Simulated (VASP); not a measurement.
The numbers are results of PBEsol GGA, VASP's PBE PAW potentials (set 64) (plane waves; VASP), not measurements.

Input for VASP

INCAR:
```
EDIFF = 1E-7   # SCF stop (eV)
LASPH = .True.   # aspherical one-centre terms
IBRION = 6
LCHARG = .False.
NSW = 1   # most ionic steps
LREAL = .False.   # projection in real space or not
ENCUT = 650
NELM = 100   # most electronic steps
PREC = Accurate
ISMEAR = 0   # Gaussian
ISIF = 3   # ions, shape and volume
GGA = PS   # PBEsol
SYSTEM = PbO
ALGO = Normal
POTIM = 0.015   # step
SIGMA = 0.05   # width (eV)
LMAXMIX = 4
NFREE = 2
LWAVE = .False.
```

File KPOINTS:
```
Automatic
0
G
5 5 4
```

**POSCAR**
```
PbO
1
    3.9897209458     0.0000000000     0.0000000000
    0.0000000000     3.9897209458     0.0000000000
    0.0000000000     0.0000000000     5.0319030177
Pb O
2 2
Direct
  0.5000000000   0.0000000000   0.7642971501
  0.0000000000   0.5000000000   0.2357028499
  0.5000000000   0.5000000000   0.0000000000
  0.0000000000   0.0000000000   0.0000000000
```

POTCAR, in this order: Pb_d O (PBE.64 set). Program: vasp_std.

What VASP printed:

**OUTCAR**
```
 ion  position               nearest neighbor table
   1  0.500  0.000  0.764-   3 2.32   4 2.32   3 2.32   4 2.32   2 3.69   2 3.69   2 3.69   2 3.69
                             2 3.88   2 3.88   2 3.88   2 3.88
   2  0.000  0.500  0.236-   3 2.32   4 2.32   4 2.32   3 2.32   1 3.69   1 3.69   1 3.69   1 3.69
                             1 3.88   1 3.88   1 3.88   1 3.88
   3  0.500  0.500  0.000-   1 2.32   2 2.32   1 2.32   2 2.32
   4  0.000  0.000  0.000-   1 2.32   2 2.32   2 2.32   1 2.32
  LATTYP: Found a simple tetragonal cell.
 ALAT       =     3.9897209458
 C/A-ratio  =     1.2612167833
 Subroutine PRICEL returns:
 Original cell was already a primitive cell.
 Subroutine GETGRP returns: Found 16 space group operations
The static configuration has the point symmetry D_2d.
 The point group associated with its full space group is D_4h.
The dynamic configuration has the point symmetry D_2d.
 Subroutine INISYM returns: Found 16 space group operations
 Subroutine IBZKPT returns following result:
 Found     18 irreducible k-points:

 Following reciprocal coordinates:
            Coordinates               Weight
  0.000000  0.000000  0.000000      1.000000
  0.200000  0.000000  0.000000      4.000000
  0.400000  0.000000  0.000000      4.000000
  0.200000  0.200000  0.000000      4.000000
  0.400000  0.200000  0.000000      8.000000
  0.400000  0.400000  0.000000      4.000000
  0.000000  0.000000  0.250000      2.000000
  0.200000  0.000000  0.250000      8.000000
  0.400000  0.000000  0.250000      8.000000
  0.200000  0.200000  0.250000      8.000000
  0.400000  0.200000  0.250000     16.000000
  0.400000  0.400000  0.250000      8.000000
  0.000000  0.000000  0.500000      1.000000
  0.200000  0.000000  0.500000      4.000000
  0.400000  0.000000  0.500000      4.000000
  0.200000  0.200000  0.500000      4.000000
  0.400000  0.200000  0.500000      8.000000
  0.400000  0.400000  0.500000      4.000000
 Subroutine IBZKPT_HF returns following result:
   k-points           NKPTS =     18   k-points in BZ     NKDIM =     18   number of bands    NBANDS=     24
   number of dos      NEDOS =    301   number of ions     NIONS =      4
   total plane-waves  NPLWV =  54432
   dimension x,y,z NGX =    36 NGY =   36 NGZ =   42
   dimension x,y,z NGXF=    72 NGYF=   72 NGZF=   84
   ions per type =               2   2
   PREC   = accura    normal or accurate (medium, high low for compatibility)
   ISTART =      0    job   : 0-new  1-cont  2-samecut
   ICHARG =      2    charge: 1-file 2-atom 10-const
   ISPIN  =      1    spin polarized calculation?
   LNONCOLLINEAR =      F non collinear calculations
   LSORBIT =      F    spin-orbit coupling
   INIWAV =      1    electr: 0-lowe 1-rand  2-diag
   ENCUT  =  650.0 eV  47.77 Ry    6.91 a.u.   8.29  8.29 10.46*2*pi/ulx,y,z
   NELM   =    100;   NELMIN=  2; NELMDL= -5     # of ELM steps
   EDIFF  = 0.1E-06   stopping-criterion for ELM
   LREAL  =      F    real-space projection
   NLSPLINE    = F    spline interpolate recip. space projectors
   LMAXMIX     =    4 max onsite mixed and CHGCAR
   VOSKOWN=      0    Vosko Wilk Nusair interpolation
   EDIFFG = 0.1E-05   stopping-criterion for IOM
   NSW    =     85    number of steps for IOM
   NBLOCK =      1;   KBLOCK =     85    inner block; outer block
   IBRION =      6    ionic relax: 0-MD 1-quasi-New 2-CG
   NFREE  =      2    steps in history (QN), initial steepest desc. (CG)
   ISIF   =      3    stress and relaxation
   ISYM   =      2    0-nonsym 1-usesym 2-fastsym
   TEIN   =    0.0    initial temperature
   TEBEG  =    0.0;   TEEND  =   0.0 temperature during run
   SMASS  =  -3.00    Nose mass-parameter (am)
   PSTRESS=    0.0 pullay stress
   NELECT =      40.0000    total number of electrons
   EFERMI =   0.00;   METHOD = LEGACY
   ISMEAR =     0;   SIGMA  =   0.05  broadening in eV -4-tet -1-fermi 0-gaus
...
```

### OSZICAR
```
...
DAV:   4    -0.228784389542E+02   -0.12495E-02   -0.16363E-02  1864   0.134E+00    0.500E-02
DAV:   5    -0.228784164424E+02    0.22512E-04   -0.42629E-04  2376   0.223E-01    0.198E-02
DAV:   6    -0.228784203394E+02   -0.38971E-05   -0.63611E-05  1920   0.579E-02    0.102E-02
DAV:   7    -0.228784206939E+02   -0.35447E-06   -0.59907E-06  2096   0.211E-02    0.557E-03
DAV:   8    -0.228784210599E+02   -0.36603E-06   -0.22101E-06  2384   0.127E-02    0.184E-03
DAV:   9    -0.228784210115E+02    0.48498E-07   -0.51597E-07  1768   0.638E-03
  13 F= -.22878421E+02 E0= -.22878421E+02  d E =-.278279E-14
       N       E                     dE             d eps       ncg     rms          rms(c)
DAV:   1    -0.229066273519E+02   -0.28206E-01   -0.30242E+00  2040   0.137E+01    0.865E-01
DAV:   2    -0.228914475202E+02    0.15180E-01   -0.10437E-01  2352   0.363E+00    0.526E-01
DAV:   3    -0.228798261557E+02    0.11621E-01   -0.25026E-02  2480   0.213E+00    0.489E-02
DAV:   4    -0.228802120236E+02   -0.38587E-03   -0.44048E-03  1824   0.643E-01    0.286E-02
DAV:   5    -0.228802059275E+02    0.60961E-05   -0.89705E-05  2336   0.975E-02    0.145E-02
DAV:   6    -0.228802059031E+02    0.24357E-07   -0.19554E-05  1976   0.366E-02    0.468E-03
DAV:   7    -0.228802061449E+02   -0.24179E-06   -0.23225E-06  2032   0.131E-02    0.242E-03
DAV:   8    -0.228802061407E+02    0.41991E-08   -0.29513E-07  1312   0.508E-03
  14 F= -.22880206E+02 E0= -.22880206E+02  d E =-.121512E-15
       N       E                     dE             d eps       ncg     rms          rms(c)
DAV:   1    -0.228684623022E+02    0.11744E-01   -0.43971E+00  1912   0.107E+01    0.171E-01
DAV:   2    -0.228802449572E+02   -0.11783E-01   -0.12192E-01  2360   0.337E+00    0.887E-02
DAV:   3    -0.228802290524E+02    0.15905E-04   -0.89698E-04  2320   0.489E-01    0.594E-02
DAV:   4    -0.228801998211E+02    0.29231E-04   -0.25767E-04  1936   0.380E-01    0.146E-02
DAV:   5    -0.228802076317E+02   -0.78106E-05   -0.52630E-05  2072   0.740E-02    0.719E-03
DAV:   6    -0.228802058889E+02    0.17428E-05   -0.77539E-06  1984   0.583E-02    0.202E-03
DAV:   7    -0.228802061192E+02   -0.23033E-06   -0.93058E-07  2056   0.933E-03    0.952E-04
DAV:   8    -0.228802061935E+02   -0.74264E-07   -0.17987E-07  1096   0.856E-03
  15 F= -.22880206E+02 E0= -.22880206E+02  d E =-.125234E-15
       N       E                     dE             d eps       ncg     rms          rms(c)
DAV:   1    -0.228720752981E+02    0.81308E-02   -0.32352E+00  1064   0.101E+01    0.132E-01
DAV:   2    -0.228797366589E+02   -0.76614E-02   -0.78653E-02  1360   0.284E+00    0.744E-02
DAV:   3    -0.228796532630E+02    0.83396E-04   -0.53091E-04  1336   0.509E-01    0.496E-02
DAV:   4    -0.228795890875E+02    0.64175E-04   -0.31885E-04  1184   0.638E-01    0.109E-02
DAV:   5    -0.228796028818E+02   -0.13794E-04   -0.14855E-04   928   0.121E-01    0.789E-03
DAV:   6    -0.228795998107E+02    0.30711E-05   -0.69403E-06  1376   0.829E-02    0.367E-03
DAV:   7    -0.228795989992E+02    0.81154E-06   -0.36622E-06  1336   0.362E-02    0.962E-04
DAV:   8    -0.228795988977E+02    0.10149E-06   -0.57337E-07   936   0.162E-02    0.393E-04
DAV:   9    -0.228795986666E+02    0.23112E-06   -0.27581E-08   560   0.608E-03    0.994E-05
DAV:  10    -0.228795985898E+02    0.76784E-07   -0.15895E-08   504   0.186E-03
  16 F= -.22879599E+02 E0= -.22879599E+02  d E =-.891823E-16
       N       E                     dE             d eps       ncg     rms          rms(c)
DAV:   1    -0.228629930697E+02    0.16606E-01   -0.64799E+00  1048   0.143E+01    0.243E-01
DAV:   2    -0.228790637036E+02   -0.16071E-01   -0.17760E-01  1344   0.496E+00    0.130E-01
DAV:   3    -0.228791815943E+02   -0.11789E-03   -0.29415E-03  1112   0.711E-01    0.820E-02
DAV:   4    -0.228791187644E+02    0.62830E-04   -0.39402E-04  1240   0.276E-01    0.209E-02
DAV:   5    -0.228791206475E+02   -0.18831E-05   -0.24753E-05  1168   0.496E-02    0.902E-03
DAV:   6    -0.228791203674E+02    0.28014E-06   -0.69234E-06  1072   0.406E-02    0.290E-03
DAV:   7    -0.228791206355E+02   -0.26812E-06   -0.91553E-07  1312   0.128E-02    0.119E-03
DAV:   8    -0.228791207330E+02   -0.97452E-07   -0.11373E-07   640   0.599E-03
  17 F= -.22879121E+02 E0= -.22879121E+02  d E =-.516983E-15
       N       E                     dE             d eps       ncg     rms          rms(c)
DAV:   1    -0.228729263814E+02    0.61943E-02   -0.28612E+00  1584   0.118E+01    0.205E-01
DAV:   2    -0.228801380047E+02   -0.72116E-02   -0.75885E-02  2312   0.281E+00    0.103E-01
DAV:   3    -0.228800837407E+02    0.54264E-04   -0.19759E-03  2240   0.518E-01    0.675E-02
DAV:   4    -0.228799688629E+02    0.11488E-03   -0.33489E-04  2584   0.493E-01    0.203E-02
DAV:   5    -0.228799781605E+02   -0.92976E-05   -0.17184E-04  2168   0.128E-01    0.905E-03
DAV:   6    -0.228799773088E+02    0.85171E-06   -0.96155E-06  2272   0.980E-02    0.437E-03
DAV:   7    -0.228799772848E+02    0.23961E-07   -0.20654E-06  2304   0.145E-02    0.192E-03
DAV:   8    -0.228799772464E+02    0.38454E-07   -0.21104E-07  1208   0.558E-03
  18 F= -.22879977E+02 E0= -.22879977E+02  d E =-.239137E-15
       N       E                     dE             d eps       ncg     rms          rms(c)
DAV:   1    -0.228747472038E+02    0.52301E-02   -0.34234E+00  1760   0.101E+01    0.204E-01
DAV:   2    -0.228803735456E+02   -0.56263E-02   -0.63201E-02  2040   0.178E+00    0.103E-01
DAV:   3    -0.228800761437E+02    0.29740E-03   -0.12341E-03  1824   0.295E-01    0.541E-02
DAV:   4    -0.228799691508E+02    0.10699E-03   -0.44716E-04  2136   0.183E-01    0.127E-02
DAV:   5    -0.228799780543E+02   -0.89035E-05   -0.90919E-05  1680   0.692E-02    0.120E-02
DAV:   6    -0.228799777906E+02    0.26371E-06   -0.59785E-06  2392   0.206E-02    0.640E-03
DAV:   7    -0.228799771658E+02    0.62480E-06   -0.39326E-06  2296   0.152E-02    0.103E-03
DAV:   8    -0.228799772204E+02   -0.54573E-07   -0.60989E-07  1816   0.524E-03
  19 F= -.22879977E+02 E0= -.22879977E+02  d E =-.218112E-15
       N       E                     dE             d eps       ncg     rms          rms(c)
DAV:   1    -0.228763284100E+02    0.36488E-02   -0.24952E+00  1416   0.945E+00    0.133E-01
DAV:   2    -0.228803020223E+02   -0.39736E-02   -0.44206E-02  1720   0.178E+00    0.733E-02
DAV:   3    -0.228801117952E+02    0.19023E-03   -0.82024E-04  1632   0.343E-01    0.450E-02
DAV:   4    -0.228799306082E+02    0.18119E-03   -0.26181E-04  1928   0.217E-01    0.121E-02
DAV:   5    -0.228798990272E+02    0.31581E-04   -0.90353E-05  1344   0.761E-02    0.879E-03
DAV:   6    -0.228798778453E+02    0.21182E-04   -0.12349E-05  1936   0.736E-02    0.443E-03
DAV:   7    -0.228798749678E+02    0.28775E-05   -0.40677E-06  1584   0.165E-02    0.130E-03
DAV:   8    -0.228798739933E+02    0.97446E-06   -0.57813E-07  1528   0.718E-03    0.540E-04
DAV:   9    -0.228798740424E+02   -0.49063E-07   -0.33950E-08   840   0.423E-03
  20 F= -.22879874E+02 E0= -.22879874E+02  d E =-.629331E-15
       N       E                     dE             d eps       ncg     rms          rms(c)
DAV:   1    -0.228741430130E+02    0.57310E-02   -0.38241E+00  1608   0.108E+01    0.201E-01
DAV:   2    -0.228803725534E+02   -0.62295E-02   -0.70646E-02  1728   0.227E+00    0.107E-01
DAV:   3    -0.228800112708E+02    0.36128E-03   -0.14092E-03  1816   0.583E-01    0.616E-02
DAV:   4    -0.228798560319E+02    0.15524E-03   -0.63907E-04  1936   0.404E-01    0.134E-02
DAV:   5    -0.228798743195E+02   -0.18288E-04   -0.19544E-04  1352   0.120E-01    0.116E-02
DAV:   6    -0.228798745003E+02   -0.18074E-06   -0.11913E-05  2080   0.881E-02    0.692E-03
DAV:   7    -0.228798739670E+02    0.53330E-06   -0.41597E-06  2096   0.286E-02    0.183E-03
DAV:   8    -0.228798740424E+02   -0.75443E-07   -0.85409E-07  1480   0.787E-03
  21 F= -.22879874E+02 E0= -.22879874E+02  d E =-.581738E-15
```

OUTCAR:
```
------------------------ aborting loop because EDIFF is reached ----------------------------------------
  FORCE on cell =-STRESS in cart. coord.  units (eV):
  Direction    XX          YY          ZZ          XY          YZ          ZX
  --------------------------------------------------------------------------------------
  Total       -0.1358695      0.0913241     -0.0101304      0.0000000      0.0000000      0.0000000
  in kB       -2.7177851      1.8267481     -0.2026371      0.0000000      0.0000000      0.0000000
  external PRESSURE =      -0.3645580 kB  Pullay stress =       0.0000000 kB
  volume of cell :       80.10
      direct lattice vectors                 reciprocal lattice vectors
     3.989720946  0.000000000  0.000000000     0.250644096  0.000000000  0.000000000
     0.000000000  3.989720946  0.000000000     0.000000000  0.250644096  0.000000000
     0.000000000  0.000000000  5.031903018     0.000000000  0.000000000  0.198731970
 POSITION                                       TOTAL-FORCE (eV/Angst)
 -----------------------------------------------------------------------------------
      1.99486      0.00000      3.84587         0.000000      0.000000     -0.045121
      0.00000      1.99486      1.18603         0.000000      0.000000     -0.077892
      1.99486      1.99486     -0.01500         0.000000      0.000000      0.112857
      0.00000      0.00000      0.00000         0.000000      0.000000      0.010155
 -----------------------------------------------------------------------------------
    total drift:                               -0.000000     -0.000000     -0.000023
  FREE ENERGIE OF THE ION-ELECTRON SYSTEM (eV)
  ---------------------------------------------------
  free  energy   TOTEN  =       -22.8798740424 eV

  energy  without entropy=      -22.8798740424  energy(sigma->0) =      -22.87987404

   1 f  =   12.180586 THz    76.532880 2PiTHz  406.300618 cm-1    50.374834 meV
             X         Y         Z           dx          dy          dz
      1.994860  0.000000  3.845869    -0.053143    0.005762    0.000000
      0.000000  1.994860  1.186034     0.053143   -0.005762   -0.000000
      1.994860  1.994860  0.000000    -0.700975   -0.076003    0.000000
      0.000000  0.000000  0.000000     0.700975    0.076003    0.000000

   2 f  =   12.180586 THz    76.532880 2PiTHz  406.300618 cm-1    50.374834 meV
             X         Y         Z           dx          dy          dz
      1.994860  0.000000  3.845869     0.005762    0.053143   -0.000000
      0.000000  1.994860  1.186034    -0.005762   -0.053143   -0.000000
      1.994860  1.994860  0.000000     0.076003   -0.700975    0.000000
      0.000000  0.000000  0.000000    -0.076003    0.700975    0.000000

   3 f  =   11.616151 THz    72.986431 2PiTHz  387.473098 cm-1    48.040520 meV
             X         Y         Z           dx          dy          dz
      1.994860  0.000000  3.845869     0.000000   -0.000000   -0.189473
      0.000000  1.994860  1.186034    -0.000000    0.000000   -0.189473
      1.994860  1.994860  0.000000     0.000000    0.000000    0.681249
      0.000000  0.000000  0.000000    -0.000000   -0.000000    0.681249

   4 f  =   10.227131 THz    64.258958 2PiTHz  341.140363 cm-1    42.295995 meV
             X         Y         Z           dx          dy          dz
      1.994860  0.000000  3.845869    -0.000000   -0.000000    0.000000
      0.000000  1.994860  1.186034    -0.000000   -0.000000    0.000000
      1.994860  1.994860  0.000000     0.000000    0.000000    0.707107
      0.000000  0.000000  0.000000    -0.000000    0.000000   -0.707107

   5 f  =    7.663932 THz    48.153907 2PiTHz  255.641265 cm-1    31.695463 meV
             X         Y         Z           dx          dy          dz
      1.994860  0.000000  3.845869    -0.171891    0.080051    0.000000
      0.000000  1.994860  1.186034    -0.171891    0.080051   -0.000000
      1.994860  1.994860  0.000000     0.617527   -0.287586    0.000000
      0.000000  0.000000  0.000000     0.617527   -0.287586   -0.000000

   6 f  =    7.663932 THz    48.153907 2PiTHz  255.641265 cm-1    31.695463 meV
             X         Y         Z           dx          dy          dz
      1.994860  0.000000  3.845869    -0.080051   -0.171891   -0.000000
      0.000000  1.994860  1.186034    -0.080051   -0.171891    0.000000
      1.994860  1.994860  0.000000     0.287586    0.617527   -0.000000
      0.000000  0.000000  0.000000     0.287586    0.617527    0.000000

   7 f  =    4.385541 THz    27.555164 2PiTHz  146.285885 cm-1    18.137130 meV
             X         Y         Z           dx          dy          dz
      1.994860  0.000000  3.845869    -0.000000    0.000000   -0.707107
      0.000000  1.994860  1.186034     0.000000   -0.000000    0.707107
      1.994860  1.994860  0.000000     0.000000   -0.000000    0.000000
      0.000000  0.000000  0.000000     0.000000   -0.000000    0.000000

   8 f  =    2.484000 THz    15.607434 2PiTHz   82.857328 cm-1    10.272995 meV
             X         Y         Z           dx          dy          dz
      1.994860  0.000000  3.845869    -0.055255    0.702915    0.000000
      0.000000  1.994860  1.186034     0.055255   -0.702915   -0.000000
      1.994860  1.994860  0.000000     0.004189    0.053290    0.000000
      0.000000  0.000000  0.000000    -0.004189   -0.053290    0.000000

   9 f  =    2.484000 THz    15.607434 2PiTHz   82.857328 cm-1    10.272995 meV
             X         Y         Z           dx          dy          dz
      1.994860  0.000000  3.845869    -0.702915   -0.055255    0.000000
      0.000000  1.994860  1.186034     0.702915    0.055255   -0.000000
      1.994860  1.994860  0.000000     0.053290   -0.004189   -0.000000
      0.000000  0.000000  0.000000    -0.053290    0.004189   -0.000000

  10 f/i=    0.002606 THz     0.016372 2PiTHz    0.086919 cm-1     0.010777 meV
             X         Y         Z           dx          dy          dz
      1.994860  0.000000  3.845869    -0.000000   -0.000000   -0.681249
      0.000000  1.994860  1.186034    -0.000000   -0.000000   -0.681249
      1.994860  1.994860  0.000000    -0.000000   -0.000000   -0.189473
      0.000000  0.000000  0.000000    -0.000000   -0.000000   -0.189473

  11 f/i=    0.003331 THz     0.020932 2PiTHz    0.111126 cm-1     0.013778 meV
             X         Y         Z           dx          dy          dz
      1.994860  0.000000  3.845869    -0.366344    0.574315   -0.000000
      0.000000  1.994860  1.186034    -0.366344    0.574315   -0.000000
      1.994860  1.994860  0.000000    -0.101973    0.159862   -0.000000
      0.000000  0.000000  0.000000    -0.101973    0.159862   -0.000000

  12 f/i=    0.003331 THz     0.020932 2PiTHz    0.111126 cm-1     0.013778 meV
             X         Y         Z           dx          dy          dz
      1.994860  0.000000  3.845869    -0.574315   -0.366344    0.000000
      0.000000  1.994860  1.186034    -0.574315   -0.366344    0.000000
      1.994860  1.994860  0.000000    -0.159862   -0.101973    0.000000
      0.000000  0.000000  0.000000    -0.159862   -0.101973    0.000000

...
```
(Selected blocks of OUTCAR.)

Without a dispersion term in the relaxation, distances and binding between the weakly bound layers, chains or molecules are unreliable, and so is what depends on them.

The compound is PbO in the litharge structure. It was relaxed first.
